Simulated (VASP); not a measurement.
All values below come from AM05 GGA, VASP's PBE PAW potentials (set 64) (plane waves; VASP).

VASP input:

### KPOINTS
```
Regular mesh
0
G
  6 6 10
0 0 0
```

File POSCAR:
```
MnO2
1.0
  4.3755864398   0.0000000000   0.0000000000
  0.0000000000   4.3755864398   0.0000000000
  0.0000000000   0.0000000000   2.8315193180
Mn O
2 4
Direct
  1.0000000000   0.0000000000   1.0000000000
  0.5000000000   0.5000000000   0.5000000000
  0.3034291800   0.3034291800   0.0000000000
  0.8034291800   0.1965708200   0.5000000000
  0.1965708200   0.8034291800   0.5000000000
  0.6965708200   0.6965708200   1.0000000000
```

INCAR:
```
# general
SYSTEM  = MnO2
PREC    = Accurate
ENCUT   = 520
LREAL   = .FALSE.
LASPH   = .TRUE.   # aspherical one-centre terms

# electronic loop
EDIFF   = 1E-6   # SCF stop (eV)
NELM    = 100   # most electronic steps
ALGO    = Normal   # blocked Davidson
LMAXMIX = 4   # l cut-off of mixed one-centre charges

# smearing
ISMEAR  = 1   # Methfessel-Paxton
SIGMA   = 0.1   # width (eV)

# functional
GGA     = AM   # AM05

# spin
ISPIN   = 2
MAGMOM  = 3.0 -3.0 0.0 0.0 0.0 0.0

# ions
IBRION  = 2   # conjugate gradients
NSW     = 60   # most ionic steps
ISIF    = 3
EDIFFG  = -0.02

# output
LWAVE   = .FALSE.
LCHARG  = .FALSE.
LORBIT  = 10
```

POTCAR, in this order: Mn_pv O (PBE.64 set). Program: vasp_std.

### Question
Estimate the energy per atom (σ→0), cell moment, band gap (on the k-mesh).

### Answer

The energy per atom (σ→0) is -8.185 eV/atom, the cell moment is 0.00 μB and the band gap (on the k-mesh) is none (metal, semimetal or under 0.01 eV).

**OSZICAR**
```
...
DAV:  10    -0.491176330919E+02   -0.13687E-01   -0.18093E-01  7458   0.339E+00    0.161E+00
DAV:  11    -0.491131282475E+02    0.45048E-02   -0.22278E-02  7700   0.185E+00    0.579E-01
DAV:  12    -0.491122071990E+02    0.92105E-03   -0.81007E-03  8568   0.138E+00    0.213E-01
DAV:  13    -0.491123515488E+02   -0.14435E-03   -0.64160E-04  7716   0.188E-01    0.618E-02
DAV:  14    -0.491123409985E+02    0.10550E-04   -0.13378E-04  8354   0.898E-02    0.369E-02
DAV:  15    -0.491123408793E+02    0.11927E-06   -0.44263E-05  7400   0.919E-02    0.233E-02
DAV:  16    -0.491123399922E+02    0.88701E-06   -0.81721E-06  6760   0.399E-02
   1 F= -.49112340E+02 E0= -.49112664E+02  d E =-.491123E+02  mag=     0.0000
```

The compound is MnO2 in the rutile structure. It was relaxed first. The start is the result of an earlier pass.
